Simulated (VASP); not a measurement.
Input:

```
CELL_PARAMETERS angstrom
      4.10112     0.00000     0.00000
      0.00000     4.10112     0.00000
      0.00000     0.00000     4.10112
ATOMIC_POSITIONS crystal
  Cs 0.00000 0.00000 0.00000
  Cl 0.50000 0.50000 0.50000
```

These are r2SCAN meta-GGA, VASP's PBE PAW potentials (set 64) (plane waves; VASP 6.6.1) values and carry that method's errors. Settings: 520 eV cut-off, 7×7×7 Γ-centred mesh, Gaussian smearing of 0.050 eV, potentials Cs_sv Cl.

The job: CsCl (CsCl type), 2 atoms, r2SCAN, static run, 520 eV, 7×7×7 Γ-centred mesh. Roughly how much core time does it take on a busy server core?

About 60 core-seconds (one run on a shared machine, a rough figure). It had 20 irreducible k-points, 12 bands, up to 1873 plane waves and 21 electronic steps.

The compound is CsCl in the CsCl type structure. This cell is one point of a volume scan, at 0.97 of the reference volume.
